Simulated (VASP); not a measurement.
Consider the following.

```
CELL_PARAMETERS angstrom
      0.00000     4.35132     4.35132
      4.35132     0.00000     4.35132
      4.35132     4.35132     0.00000
ATOMIC_POSITIONS crystal
  Sc 0.12500 0.12500 0.12500
  Sc 0.62500 0.12500 0.12500
  Sc 0.12500 0.62500 0.12500
  Sc 0.12500 0.12500 0.62500
  Cu 0.75000 0.75000 0.75000
  Cu 0.50000 0.50000 0.50000
```

Computed with PBE GGA, VASP's PBE PAW potentials (set 64) (plane waves; VASP). Numerical set-up: 300 eV cut-off, 4×4×4 Γ-centred mesh, Fermi-Dirac smearing of 0.10 eV, potentials Sc_sv Cu.

At this cut-off the stress carries a Pulay error, which pulls relaxed volumes low.

Problem. Predict the energy per atom (σ→0), pressure, band gap (on the k-mesh) with the smallest direct gap where there is one.

Solution. 
band gap (on the k-mesh): none (metal, semimetal or under 0.01 eV)
energy per atom (σ→0): -4.676 eV/atom
pressure: -7.54 GPa

Only differences to runs with the same potentials and settings are physical.

The structure was generated: Sc2Cu was put into an ordered model structure, which need not be its known phase. The cell was not relaxed at this level. The k-mesh is coarse (spacing up to 0.31 per Å, 2π included), so the numbers may not be converged in it.
